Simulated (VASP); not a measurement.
```
CELL_PARAMETERS angstrom
      2.88849     0.00000     0.00000
      0.00000     2.88849     0.00000
      0.00000     0.00000     2.88849
ATOMIC_POSITIONS crystal
  Ti 0.00000 0.00000 0.00000
  Co 0.50000 0.50000 0.50000
```

Level of theory: rev-vdW-DF2, VASP's PBE PAW potentials (set 64) (plane waves; VASP). Numerical set-up: 520 eV cut-off, 12×12×12 Γ-centred mesh, first-order Methfessel-Paxton smearing of 0.10 eV, potentials Ti_sv Co.

Q: Give the stress tensor in GPa (positive for a compressed cell).

A: 
```
12.69   0.00   0.00
 0.00  12.69   0.00
 0.00   0.00  12.69
```
The pressure is its mean diagonal, 12.69 GPa.

The compound is TiCo in the CsCl type structure. This cell is one point of a volume scan, at 0.94 of the reference volume. The run is not spin-polarised, so no magnetic state was tried. The electron count is odd and the run is not spin-polarised, which forces a metal.
